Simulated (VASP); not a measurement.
HfIn4SiO6:

```
Hf In Si O
1.0
     5.33162    0.01593   -0.04837
    -2.57933    4.88198   -0.01914
    -1.51813   -1.22216    9.45525
Hf In Si O
1 4 1 6
Direct
  0.23802 0.06928 0.40279
  0.14547 0.57471 0.87038
  0.52445 0.72220 0.34881
  0.57313 0.31316 0.12096
  0.88250 0.38531 0.56415
  0.88112 0.94770 0.03773
  0.26442 0.40613 0.48868
  0.95713 0.78886 0.48788
  0.83989 0.63938 0.98584
  0.99055 0.00270 0.21370
  0.13665 0.20373 0.97864
  0.56667 0.94684 0.00044
```

The cell was built by a generator and needn't be a form met in nature.

```yaml
Program: VASP 6.6.1
Task: relaxation of cell and atoms
Functional: RPBE
Potentials_or_basis: VASP PAW PBE potentials, release 64 (Hf_pv, In_d, Si, O)
Cutoff: 600 eV
k_mesh: 6 × 6 × 3
Occupations: fermi-dirac, width 0.05 eV
Spin: no spin polarisation
```

At the start: pressure 2.0 GPa; volume 20.49 Å³/atom.

Task: How do energy, volume and symmetry change on relaxing?

Result: Over 38 steps the energy falls by 4.8 meV/atom and the volume is 21.45 Å³/atom (+4.7 %); space group P1 (No. 1, to 0.05 Å).

Step by step:
```
step  energy change (eV)  largest force (eV/Å)  pressure (GPa)  volume (Å³)
   1              0.0000                0.1904            2.00       245.86
   2             -0.0148                0.7727           -1.25       255.09
   3             -0.0343                0.4252            0.09       251.04
   4             -0.0468                0.2865            0.07       253.65
   5             -0.0471                0.2298            0.07       253.31
   6             -0.0508                0.1126            0.06       254.31
   7             -0.0508                0.1130            0.04       254.32
   8             -0.0528                0.0763            0.05       254.90
   9             -0.0532                0.1912            0.05       255.30
  10             -0.0543                0.1226            0.02       255.67
  11             -0.0551                0.1037           -0.03       256.53
  12             -0.0552                0.0814           -0.03       256.35
  13             -0.0555                0.0447           -0.01       256.35
  14             -0.0557                0.0691            0.01       256.37
  15             -0.0560                0.0461            0.01       256.38
  16             -0.0564                0.0284            0.00       256.42
  17             -0.0563                0.1262            0.00       256.50
  18             -0.0565                0.0597            0.02       256.45
  19             -0.0567                0.0318            0.01       256.52
  20             -0.0567                0.0336            0.01       256.55
  21             -0.0569                0.0288            0.01       256.60
  22             -0.0570                0.0341            0.02       256.67
  23             -0.0569                0.0669            0.03       256.82
  24             -0.0570                0.0436            0.03       256.72
  25             -0.0571                0.0250            0.01       256.81
  26             -0.0572                0.0303            0.00       256.94
  27             -0.0572                0.0219            0.00       256.98
  28             -0.0573                0.0186            0.00       257.05
  29             -0.0573                0.0464            0.00       257.18
  30             -0.0573                0.0256            0.00       257.11
  31             -0.0574                0.0180            0.00       257.16
  32             -0.0574                0.0140            0.00       257.19
  33             -0.0574                0.0333            0.01       257.26
  34             -0.0574                0.0154            0.01       257.21
  35             -0.0575                0.0138            0.00       257.26
  36             -0.0575                0.0370           -0.01       257.36
  37             -0.0576                0.0252           -0.01       257.37
  38             -0.0576                0.0098           -0.01       257.40
```

Final structure:
```
CELL_PARAMETERS angstrom
5.40068 0.02529 -0.04708
-2.60449 4.96141 -0.02559
-1.53608 -1.25564 9.60812
ATOMIC_POSITIONS crystal
Hf 0.23388 0.06730 0.40087
In 0.14572 0.57609 0.87146
In 0.52380 0.71954 0.35090
In 0.57081 0.31488 0.11914
In 0.88116 0.38737 0.56235
Si 0.88278 0.94853 0.03934
O 0.25857 0.39978 0.48513
O 0.96060 0.79157 0.48626
O 0.83984 0.64296 0.98638
O 0.99701 0.00170 0.21346
O 0.13403 0.20064 0.97997
O 0.57181 0.94965 0.00474
```

Caveat: the PAW data sets were made with another functional, which shifts forces and pressure a little.
